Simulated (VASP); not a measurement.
OSZICAR of a VASP run on Al (fcc):

### OSZICAR
```
       N       E                     dE             d eps       ncg     rms          rms(c)
DAV:   1     0.149286352082E+02    0.14929E+02   -0.13505E+03  1805   0.694E+02
DAV:   2     0.554537108813E+01   -0.93833E+01   -0.83899E+01  2815   0.142E+02
DAV:   3     0.517596794633E+01   -0.36940E+00   -0.36069E+00  2755   0.291E+01
DAV:   4     0.516358367267E+01   -0.12384E-01   -0.12387E-01  2880   0.596E+00
DAV:   5     0.516318514864E+01   -0.39852E-03   -0.39853E-03  2820   0.111E+00    0.200E+00
DAV:   6    -0.794022692771E+01   -0.13103E+02   -0.23623E+01  1455   0.531E+01    0.185E+00
DAV:   7    -0.794433591189E+01   -0.41090E-02   -0.34835E-02  2245   0.192E+00    0.274E+00
DAV:   8    -0.793989658087E+01    0.44393E-02   -0.59027E-04  1680   0.408E-01    0.342E+00
DAV:   9    -0.762484443846E+01    0.31505E+00   -0.64159E-01  1450   0.128E+01    0.358E+00
DAV:  10    -0.783584877031E+01   -0.21100E+00   -0.84342E-01  1450   0.145E+01    0.389E+01
DAV:  11    -0.786609358815E+01   -0.30245E-01   -0.24559E-01  1520   0.759E+00    0.464E+01
DAV:  12    -0.777296350347E+01    0.93130E-01   -0.24493E-01  1450   0.693E+00    0.117E+01
DAV:  13    -0.791310188650E+01   -0.14014E+00   -0.11912E-01  1450   0.528E+00    0.278E+00
DAV:  14    -0.791567354995E+01   -0.25717E-02   -0.39775E-03  1700   0.871E-01    0.201E+00
DAV:  15    -0.791520821572E+01    0.46533E-03   -0.30022E-03  1480   0.719E-01    0.587E-02
DAV:  16    -0.791941372334E+01   -0.42055E-02   -0.77001E-04  1535   0.388E-01    0.244E-01
DAV:  17    -0.791943883189E+01   -0.25109E-04   -0.20097E-05  1890   0.587E-02    0.176E-01
DAV:  18    -0.791923521686E+01    0.20362E-03   -0.52608E-05  1490   0.923E-02    0.655E-02
DAV:  19    -0.791943688891E+01   -0.20167E-03   -0.53917E-05  1460   0.955E-02    0.210E-02
DAV:  20    -0.791944606864E+01   -0.91797E-05   -0.13439E-06  1550   0.152E-02    0.431E-03
DAV:  21    -0.791944634926E+01   -0.28062E-06   -0.58947E-08  1225   0.312E-03    0.260E-03
DAV:  22    -0.791944655375E+01   -0.20450E-06   -0.65856E-08  1505   0.360E-03    0.154E-03
DAV:  23    -0.791944660186E+01   -0.48111E-07   -0.65506E-09   785   0.119E-03
   1 F= -.79194466E+01 E0= -.79195124E+01  d E =0.197493E-03
```

Question: Which electronic solver shows in the log?

Answer: It is blocked Davidson (ALGO = Normal, or the opening steps of other solvers). The INCAR had ALGO = Normal.

Question: Can the final energy be trusted as converged?

Answer: The calculation finished and met its thresholds. It stopped with EDIFF = 1E-7, NELM = 100 (TPSS meta-GGA, plane waves, VASP's PBE PAW potentials (set 64)).

The compound is Al in the fcc structure. This cell is one point of a volume scan, at 0.97 of the reference volume.
